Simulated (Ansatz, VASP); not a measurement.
# Sb (linear Sb chain) in two plane-wave programs

One calculation is typed for both programs; each brings its own data sets. How far apart do they land? The cell is taken from a series of runs on this material, whose earlier steps may have relaxed, scaled, displaced or heated it; both programs get it as it stands.

Calculated with Ansatz 0.2.0; plane waves, with VASP 6.6.1 beside it; single point at PBEsol.

## (1) The starting structure

The cell holds 1 atom: 1 Sb. Its edges and angles: a = 7.500 Å, b = 7.500 Å, c = 2.901 Å, α = 90.0°, β = 90.0°, γ = 90.0°. Vacuum lies along a and b. The structure's axis is c.

Coordinates:

```xyz
1
Lattice="7.5000 0.0000 0.0000 0.0000 7.5000 0.0000 0.0000 0.0000 2.9009" Properties=species:S:1:pos:R:3
Sb    3.7500    3.7500    0.0000
```

## (2) VASP: single point, PBEsol

A single point gives forces, pressure and levels at one fixed geometry, so differences don't come from the geometry; what else differs is listed under the comparison.

Lines of VASP's logs that name or quote its potential files are left out, and so is its time.

File INCAR:

```
SYSTEM = Sb
PREC = Accurate
ENCUT = 500
EDIFF = 1E-06
NELM = 200
ISMEAR = -1
SIGMA = 0.05
LREAL = .FALSE.
ALGO = Normal
GGA = PS
NBANDS = 9
ISPIN = 2
MAGMOM = 0
LORBIT = 11
LWAVE = .FALSE.
LCHARG = .FALSE.
ISIF = 2
LASPH = .TRUE.
GGA_COMPAT = .FALSE.
```

File POSCAR:

```
Sb
1.0
    7.5000000000      0.0000000000      0.0000000000
    0.0000000000      7.5000000000      0.0000000000
    0.0000000000      0.0000000000      2.9009348131
Sb
1
Direct
    0.5000000000      0.5000000000      0.0000000000
```

File KPOINTS:

```
Automatic mesh
0
Gamma
1 1 28
0 0 0
```

Potentials, in the order of the species: Sb (PBE family, release 64).

Command:

```bash
> mpirun -np 1 vasp_std
```

Numbers of over 12 decimals in the logs are rounded to 6 here.

What it wrote:

```text
[banner, memory and clock lines left out]
running    1 mpi-ranks, on    1 nodes
 distrk:  each k-point on    1 cores,    1 groups
 distr:  one band on    1 cores,    1 groups

 POSCAR found type information on POSCAR Sb
 POSCAR found :  1 types and       1 ions
|                                                                             |
|               ----> ADVICE to this user running VASP <----                  |
|                                                                             |
|     You enforced a specific xc type in the INCAR file but a different       |
|     [... a line on the potential file left out ...]
|     I HOPE YOU KNOW WHAT YOU ARE DOING!                                     |
|                                                                             |

 LDA part: xc-table for (Slater+PW92), standard interpolation
 POSCAR, INCAR and KPOINTS ok, starting setup
 FFT: planning ... GRIDC
 FFT: planning ... GRID_SOFT
 FFT: planning ... GRID
 WAVECAR not read
 entering main loop
       N       E                     dE             d eps       ncg     rms          rms(c)
DAV:   1     0.176979599451E+02    0.17698E+02   -0.13097E+03   540   0.299E+02
DAV:   2    -0.202614942893E+01   -0.19724E+02   -0.16642E+02   673   0.470E+01
DAV:   3    -0.304707453949E+01   -0.10209E+01   -0.10106E+01   645   0.148E+01
DAV:   4    -0.306297204549E+01   -0.15898E-01   -0.15895E-01   658   0.234E+00
DAV:   5    -0.306346009647E+01   -0.48805E-03   -0.48805E-03   682   0.404E-01    0.121E+00
DAV:   6    -0.305083850313E+01    0.12622E-01   -0.83070E-03   640   0.366E-01    0.686E-01
DAV:   7    -0.304378567152E+01    0.70528E-02   -0.16657E-02   554   0.510E-01    0.538E-02
DAV:   8    -0.304361256387E+01    0.17311E-03   -0.84293E-04   572   0.157E-01    0.526E-02
DAV:   9    -0.304357663610E+01    0.35928E-04   -0.82987E-05   558   0.436E-02    0.142E-02
DAV:  10    -0.304369812508E+01   -0.12149E-03   -0.26608E-05   546   0.293E-02    0.911E-03
DAV:  11    -0.304380037456E+01   -0.10225E-03   -0.17788E-05   546   0.283E-02    0.291E-03
DAV:  12    -0.304383038998E+01   -0.30015E-04   -0.23240E-06   558   0.106E-02    0.231E-03
DAV:  13    -0.304383410238E+01   -0.37124E-05   -0.72540E-07   560   0.484E-03    0.759E-04
DAV:  14    -0.304383653507E+01   -0.24327E-05   -0.22119E-07   553   0.236E-03    0.572E-04
DAV:  15    -0.304383677100E+01   -0.23594E-06   -0.22737E-08   560   0.855E-04
   1 F= -.30438368E+01 E0= -.30394642E+01  d E =-.874512E-02  mag=    -0.0000
```

Parts of OUTCAR (step 2):

```text
ion  position               nearest neighbor table
   1  0.500  0.500  0.000-

  LATTYP: Found a simple tetragonal cell.
 ALAT       =     7.5000000000
 C/A-ratio  =     0.3867913084

 Subroutine GETGRP returns: Found 16 space group operations
 (whereof 16 operations were pure point group operations)

The static configuration has the point symmetry D_4h.

 Found     15 irreducible k-points:

   k-points           NKPTS =     15   k-points in BZ     NKDIM =     15   number of bands    NBANDS=      9

   dimension x,y,z NGX =    56 NGY =   56 NGZ =   24
   dimension x,y,z NGXF=   112 NGYF=  112 NGZF=   48

   ENCUT  =  500.0 eV  36.75 Ry    6.06 a.u.  13.67 13.67  5.29*2*pi/ulx,y,z

   NELECT =       5.0000    total number of electrons

 k-points in reciprocal lattice and weights: Automatic mesh
   0.00000000  0.00000000  0.00000000       0.036
   0.00000000  0.00000000  0.03571429       0.071
   0.00000000  0.00000000  0.07142857       0.071
   0.00000000  0.00000000  0.10714286       0.071
   0.00000000  0.00000000  0.14285714       0.071
   0.00000000  0.00000000  0.17857143       0.071
   0.00000000  0.00000000  0.21428571       0.071
   0.00000000  0.00000000  0.25000000       0.071
   0.00000000  0.00000000  0.28571429       0.071
[...]
0.00000000  0.00000000  0.46428571       0.071
   0.00000000  0.00000000  0.50000000       0.036

 average (electrostatic) potential at core
       1 -95.0618

 E-fermi :  -2.7686

 spin component 1
 k-point     1 :       0.0000    0.0000    0.0000
  band No.  band energies     occupation
      1     -12.6139      1.00000
      2      -4.1046      1.00000
      3      -4.1046      1.00000
      4       0.7307      0.00000
      5       2.1164      0.00000
      6       3.3092      0.00000
      7       4.0563      0.00000
      8       4.0563      0.00000
    ...

 k-point     2 :       0.0000    0.0000    0.0357
  band No.  band energies     occupation
      1     -12.5909      1.00000
      2      -4.0814      1.00000
      3      -4.0814      1.00000
      4       0.7530      0.00000
      5       2.1386      0.00000
      6       3.3309      0.00000
      7       4.0787      0.00000
      8       4.0787      0.00000
    ...

 k-point     3 :       0.0000    0.0000    0.0714
  band No.  band energies     occupation
      1     -12.5221      1.00000
      2      -4.0123      1.00000
      3      -4.0123      1.00000
      4       0.8195      0.00000
      5       2.2054      0.00000
      6       3.3957      0.00000
      7       3.7632      0.00000
      8       4.1458      0.00000
    ...

 k-point     4 :       0.0000    0.0000    0.1071
  band No.  band energies     occupation
      1     -12.4075      1.00000
      2      -3.8979      1.00000
      3      -3.8979      1.00000
      4       0.9299      0.00000
      5       2.3166      0.00000
      6       2.8018      0.00000
      7       3.5038      0.00000
      8       4.2571      0.00000
    ...

 k-point     5 :       0.0000    0.0000    0.1429
  band No.  band energies     occupation
      1     -12.2469      1.00000
      2      -3.7394      1.00000
      3      -3.7394      1.00000
      4       1.0788      0.00000
      5       1.7744      0.00000
      6       2.4724      0.00000
      7       3.6550      0.00000
      8       4.4116      0.00000
    ...

 k-point     6 :       0.0000    0.0000    0.1786
  band No.  band energies     occupation
      1     -12.0407      1.00000
      2      -3.5386      1.00000
      3      -3.5386      1.00000
      4       0.6949      0.00000
      5       1.3072      0.00000
      6       2.6725      0.00000
      7       3.8493      0.00000
      8       4.6069      0.00000
    ...

  Total        0.2068211      0.2068211     -3.6101830      0.0000000      0.0000000      0.0000000
  in kB        2.0306960      2.0306960    -35.4469854      0.0000000      0.0000000      0.0000000
  external PRESSURE =     -10.4618645 kB  Pullay stress =       0.0000000 kB

  energy-cutoff  :      500.00
  volume of cell :      163.18
      direct lattice vectors                 reciprocal lattice vectors
     7.500000000  0.000000000  0.000000000     0.133333333  0.000000000  0.000000000
     0.000000000  7.500000000  0.000000000     0.000000000  0.133333333  0.000000000
     0.000000000  0.000000000  2.900934813     0.000000000  0.000000000  0.344716467

 POSITION                                       TOTAL-FORCE (eV/Angst)
 -----------------------------------------------------------------------------------
      3.75000      3.75000      0.00000         0.000000      0.000000      0.000000
 -----------------------------------------------------------------------------------
    total drift:                               -0.000000     -0.000000      0.000000

  FREE ENERGIE OF THE ION-ELECTRON SYSTEM (eV)
  ---------------------------------------------------
  free  energy   TOTEN  =        -3.0438367710 eV

  energy  without entropy=       -3.0350916478  energy(sigma->0) =       -3.03946421

 total charge
# of ion       s       p       d       tot
------------------------------------------
    1        1.227   1.086   0.015   2.328

 magnetization (x)
# of ion       s       p       d       tot
------------------------------------------
    1       -0.000  -0.000  -0.000  -0.000

[... 6 further parts left out ...]
```

This run allows spin, but its moments start at zero, where symmetry between the spins tends to hold them. Its electron count is odd, so without a moment it is a metal by construction.

## (3) Ansatz: single point, PBEsol

Ansatz runs on its default PAW (the set named soft_2) files.

The same cell, functional, mesh and smearing now go to Ansatz, which takes its cutoff from its data sets.

File input.yaml:

```yaml
crystal:
  lattice:
    - [7.5, 0.0, 0.0]
    - [0.0, 7.5, 0.0]
    - [0.0, 0.0, 2.9009348131]
  atoms:
    - { symbol: Sb, position: [0.5, 0.5, 0.0], spin: 0.3 }
magnetization:
  spin_polarized: true
kpoints:
  mp_grid: { grid: [1, 1, 28] }
scf:
  occupations: { method: fermi_dirac, width: 0.05 }
hamiltonian:
  xc: pbesol
output:
  transmission:
    e_range: [-2, 2]
    de: 0.035
    kmesh: [1, 1]
    reduced_basis: true
    leads: [[0, 0]]
  stress: true
```

Command:

```bash
> ansatz run input.yaml --threads 4 --pin off --max-ram 8192MiB --backend cpu --events-out ev --progress --plain --runs-dir out
```

What it wrote:

```text
Engine: ansatz 0.2.0, aarch64-unknown-linux-gnu
Pseudopotentials: kind: paw
Pseudopotential: Sb, paw, valence charge 15, recommended cutoff 420 eV (normal), Sb.paw.azcp
Functional definition: PBEsol
  exchange = pbesol_x
  correlation = pbesol_c
Crystal: 1 atoms, lattice volume = 163.178 Å³
Basis set: ecut = 420 eV, 3209 PW (Γ)
Bands: 12, of which v1, the nominal top of the filled ones, is band 8 counted from 1 (7 counted from 0)
Symmetry: 16 space group operations
Space group: P4/mmm (ITA 123), of the structure as read, at distance tolerance 5.5e-5 Å
Magnetic group: BNS 123.339 (UNI 999), of the structure as read, at distance tolerance 5.5e-5 Å
k-points: 15 of 28
Non-local potential: Sb, projectors of the file, l = 0: 2, l = 1: 2, l = 2: 2, l = 3: 2
PAW form: soft (Blöchl's): semilocal exchange-correlation on the pseudo side does not see the compensation charge
PAW frozen core: Sb, regenerated for the run's functional, and the local potential with it (the file was generated under x = pbe(κ = 0.804, μ = 0.219515), c = pbe(β = 0.066725))
PAW one-centre angular grid: Sb, 590 points (default); XC on 64 Gauss nodes
Initial density: superposition of atomic densities (neutral atoms: chi_scale 0, normalization atom)
Starting moments: Σ|m| = 0.3 μB on 1 of 1 site
Initial wavefunctions: pseudopotential atomic-orbital guess
Functional: x = pbesol(κ = 0.804, μ = 0.123457), c = pbesol(β = 0.046)
iter 1 solved again at ethr=3.65e-4 eV; its pass at ethr=3.10e-3 eV (dr2=5.47e-2 eV) is discarded
SCF iter   1: F=—  HF=-6406.580167 eV  |F-HF|=—  |Δ(HF+E_count)|=         —  Δρ=7.63e-3 (↑7.63e-3 ↓6.52e-3)  dr2=5.79e-2  dr2_m=6.80e-2  M=0.043 μB ∫|m|=0.043 μB  β_m=0.30  ethr=3.65e-4  ⟨swp⟩=1.0  Hψ=3123  notcnv=0
preconditioner: auto → none  [insulator: Δε(μ)=0.227 eV  Ē_g=8.886 eV  σ=0.050 eV  W_gap=0.59  n_scr=12 (ndim 8)  ℏωp=6.5 eV  f_vac=0.632  D(μ)=1.05/eV (n_scr^D=4)  ε∞_Penn≈1.5]
SCF iter   2: F=—  HF=-6406.570513 eV  |F-HF|=—  |Δ(HF+E_count)|=   9.65e-3  Δρ=5.21e-3 (↑5.21e-3 ↓4.70e-3)  dr2=2.23e-2  dr2_m=3.39e-2  M=0.036 μB ∫|m|=0.036 μB  β_m=0.30  ethr=3.65e-4  ⟨swp⟩=2.0  Hψ=435  notcnv=0
SCF iter   3: F=—  HF=-6406.566038 eV  |F-HF|=—  |Δ(HF+E_count)|=   4.47e-3  Δρ=3.54e-3 (↑3.23e-3 ↓3.54e-3)  dr2=4.63e-4  dr2_m=1.70e-2  M=0.030 μB ∫|m|=0.030 μB  β_m=0.30  ethr=1.49e-4  ⟨swp⟩=3.3  Hψ=718  notcnv=0
SCF iter   4: F=—  HF=-6406.567251 eV  |F-HF|=—  |Δ(HF+E_count)|=   1.21e-3  Δρ=2.41e-3 (↑2.37e-3 ↓2.41e-3)  dr2=1.30e-4  dr2_m=8.49e-3  M=0.025 μB ∫|m|=0.025 μB  β_m=0.30  ethr=3.08e-6  ⟨swp⟩=2.2  Hψ=593  notcnv=0
SCF iter   5: F=—  HF=-6406.567980 eV  |F-HF|=—  |Δ(HF+E_count)|=   7.29e-4  Δρ=1.70e-3 (↑1.70e-3 ↓1.67e-3)  dr2=1.65e-6  dr2_m=4.26e-3  M=0.021 μB ∫|m|=0.021 μB  β_m=0.30  ethr=8.64e-7  ⟨swp⟩=2.2  Hψ=500  notcnv=0
SCF iter   6: F=—  HF=-6406.568339 eV  |F-HF|=—  |Δ(HF+E_count)|=   3.59e-4  Δρ=1.20e-3 (↑1.20e-3 ↓1.20e-3)  dr2=2.67e-7  dr2_m=2.14e-3  M=0.017 μB ∫|m|=0.017 μB  β_m=0.30  ethr=1.10e-8  ⟨swp⟩=3.0  Hψ=639  notcnv=0
SCF iter   7: F=—  HF=-6406.568531 eV  |F-HF|=—  |Δ(HF+E_count)|=   1.93e-4  Δρ=8.49e-4 (↑8.49e-4 ↓8.49e-4)  dr2=5.19e-8  dr2_m=1.08e-3  M=0.014 μB ∫|m|=0.014 μB  β_m=0.30  ethr=6.67e-10  ⟨swp⟩=7.4  Hψ=1994  notcnv=0
Mixer restart at iter 7: flushing history
spin-set hold released at iteration 7 (site moments contracting): the magnetisation degrees of freedom join the quasi-Newton model from the next iteration; the mixer history was flushed
SCF iter   8: F=—  HF=-6406.568637 eV  |F-HF|=—  |Δ(HF+E_count)|=   1.06e-4  Δρ=6.04e-4 (↑6.04e-4 ↓6.03e-4)  dr2=2.22e-8  dr2_m=5.45e-4  M=0.012 μB ∫|m|=0.012 μB  β_m=0.65  ethr=3.46e-10  ⟨swp⟩=7.1  Hψ=1787  notcnv=0
SCF iter   9: F=—  HF=-6406.568777 eV  |F-HF|=—  |Δ(HF+E_count)|=   1.40e-4  Δρ=3.64e-5 (↑3.64e-5 ↓3.62e-5)  dr2=2.67e-10  dr2_m=1.97e-6  M=0.004 μB ∫|m|=0.004 μB  β_m=0.82  ethr=1.48e-10  ⟨swp⟩=8.2  Hψ=1957  notcnv=0
SCF iter  10: F=—  HF=-6406.568783 eV  |F-HF|=—  |Δ(HF+E_count)|=   6.49e-6  Δρ=1.97e-5 (↑1.97e-5 ↓1.97e-5)  dr2=9.46e-11  dr2_m=5.82e-7  M=0.002 μB ∫|m|=0.002 μB  β_m=0.91  ethr=1.78e-12  ⟨swp⟩=6.6  Hψ=1751  notcnv=0
SCF iter  11: F=—  HF=-6406.568786 eV  |F-HF|=—  |Δ(HF+E_count)|=   2.86e-6  Δρ=9.61e-7 (↑9.39e-7 ↓9.61e-7)  dr2=7.11e-10  dr2_m=1.20e-9  M=0.000 μB ∫|m|=0.000 μB  β_m=0.96  ethr=1.00e-12  ⟨swp⟩=6.9  Hψ=1796  notcnv=0
SCF iter  12: F=—  HF=-6406.568786 eV  |F-HF|=—  |Δ(HF+E_count)|=   6.90e-9  Δρ=3.25e-7 (↑3.25e-7 ↓3.01e-7)  dr2=6.26e-10  dr2_m=1.58e-11  M=0.000 μB ∫|m|=0.000 μB  β_m=0.77  ethr=1.00e-12  ⟨swp⟩=3.9  Hψ=977  notcnv=0
SCF iter  13: F=-6406.568786 eV  HF=-6406.568786 eV  |F-HF|=1.09e-11  |Δ(HF+E_count)|=  3.35e-10  Δρ=5.29e-8 (↑5.26e-8 ↓5.29e-8)  dr2=1.53e-13  dr2_m=4.10e-12  M=0.000 μB ∫|m|=0.000 μB  ethr=1.00e-12  ⟨swp⟩=3.0  Hψ=821  notcnv=0
SCF 1 converged in 13 iterations: F = -6406.568786 eV  dr2 = 1.53e-13
  greatest PAW one-centre occupation: 0.996 electrons in one spin orbital (limit 2), on the Sb atom at site 0 (counted from 0), in its partial waves of l = 2
WARN: the starting moments were not kept: the SCF closed with an absolute magnetisation of 3.8e-6 μB, where they sum to 0.3 μB in size (1 site). That is at most 0.1 of that sum. Measured as dr2_m measures the in/out step, that magnetisation stands 1.0e-12 eV from none, at or under the dr2_threshold of 1.0e-7 eV: it is no larger than a step whose dr2_m would equal this threshold. The system may hold no moment; this SC [...]
transmission: 8 of 48 steps passed
transmission: 12 of 48 steps passed
[...]
transmission: 48 of 48 steps passed
SCF converged after 13 iterations
Magnetization: 0.0000 μB (7.5000 up, 7.5000 down)
Absolute magnetization: 0.0000 μB (∫|ρ↑−ρ↓|, with the PAW one-centre terms)
Spin contamination: 0.0000 ħ² per cell (⟨S²⟩ above its minimum at these occupations)
Per-site moments (μB) at R_I (Å): [(9.572448622542708e-7, 1.196636)]
Free energy (F): -6406.568786 eV
Harris-Foulkes:  -6406.568786 eV  (|F-HF|=1.09e-11)
Internal energy: -6406.560036 eV  (E = F + TS)
E sigma→0 (E₀):  -6406.564411 eV
Entropy (-TS):   -0.008750 eV (-8.750 meV/atom)
Fermi energy:    -2.249941 eV
--- Per-component energies (eV) ---
  E_band       = -340.611078
  E_kinetic    = 204.862374
  E_local      = -3294.973408  (includes V_loc(G=0)·N_el)
  E_nonlocal   = 363.365902
  E_hartree    = 1486.166178
  E_xc         = -135.133669
  E_vxc        = -93.413487  (∫ρ·V_xc dr)
  E_paw        = -4498.893157  (= ΣΔE_a)
  E_vpaw       = -492.784793  (= ΣTr[D̂ρ^β])
  E_aug_tail   = -0.000002  (compensation charges beyond the density's cutoff)
  E_ewald      = -532.286112
  E_core_change = 0.331857  (= ΣΔE_core)
  E_smearing   = -0.008750  (= −TS)
  E_closure    = 0.000000  (closes the sum)
  Σ components = -6406.568786   (vs F -6406.568786, Δ=0.00e0)
--- Stress (GPa, compression-positive) ---
        0.203052      -0.000000       0.000000
       -0.000000       0.203052       0.000000
        0.000000       0.000000      -3.580343
  P = ⅓ Tr σ = -1.0581 GPa (-10.581 kbar)
--- Band table (eV; the first three rows and the last of 30) ---
  k-point 0 ↑: bands = [... 4 lower, -30.8313, -12.0969, -3.5849, -3.5849, 1.2507, 2.6439, 3.8539, 4.5763]
  k-point 1 ↑: bands = [... 4 lower, -30.8326, -12.0742, -3.5617, -3.5617, 1.2730, 2.6662, 3.8757, 4.5987]
  k-point 2 ↑: bands = [... 4 lower, -30.8362, -12.0061, -3.4927, -3.4927, 1.3396, 2.7332, 3.9411, 4.2854]
  k-point 14 ↓: bands = [... 4 lower, -30.7598, -8.4950, -5.8009, -0.6349, -0.6349, 3.8709, 3.8709, 5.6129]
--- Transmission ---
  basis      : 497 plane waves across, 4 finite elements along
  points     : 1, standing for a mesh of 1 x 1
  filling    : by the input's occupations and mesh, since the crystals that have channels conduct as metals do. If one of these is a semiconductor, that mesh has misplaced its level
  energies   : 115 from -2.000000 to 1.990000 eV about the Fermi level, 0.035000 eV apart; the leads are filled to 0.000000 eV, and channels, transmission and decay are at -0.005000 eV
  crystal 0  : Sb1, at the sites [0, 0], period 2.9009 Å: whole cells are its period
    offset         : up to 0.0000 Å between an atom of the period and one for which it stands
    filled         : 28.2 meV over the level at which it is neutral
    channels       : 3.000000e0 up, 3.000000e0 down
    conductance    : 4.1323e14 S/m² at 300 K; may be off by some 0.0 % by where its bands' edges are placed, 0.0 % from the distance to neutral
```

Reading the cycles: dr2 is the Hartree energy of the density residual (eV), the measure of convergence; HF is the Harris–Foulkes estimate of the energy, which meets the free energy F at convergence.

## (4) Side by side

Known differences besides the potentials themselves: the data sets hold 15 valence electrons in Ansatz (on its default PAW (the set named soft_2) files) and 5 in VASP; the cutoff is 420 eV in Ansatz and 500 eV in VASP; Ansatz makes its cores anew for this functional, VASP keeps those of its PBE data sets. Total energies have different zeros and are not compared.

Both answers:

```tsv
quantity	Ansatz	VASP	difference
pressure (GPa)	-1.06	-1.05	-0.01
```

## (5) Summary of results

```yaml
difference_in_pressure_single_point_pbesol: -0.012 GPa
```

In words: The difference in pressure is -0.012 GPa (single point, PBEsol), within the 1 GPa picked in this series as the mark of a large difference. The data sets hold unlike numbers of valence electrons (15 in Ansatz and 5 in VASP), so part of the differences comes from the potentials. How closely two codes agree says nothing of how well the functional describes the real material.

[Lines on the potential files, build, host, timing and source positions are cut from VASP's logs without a mark.]

[Logs are printed without paths, hosts, clocks, repeated set-up lines and the standing remarks that a program may print on its own settings, such as how far it seeks lower states.]

[Hosts, paths, dates, database ids (printed as entryN), source tags and the programs' standing remarks are cut or masked in the printed files.]
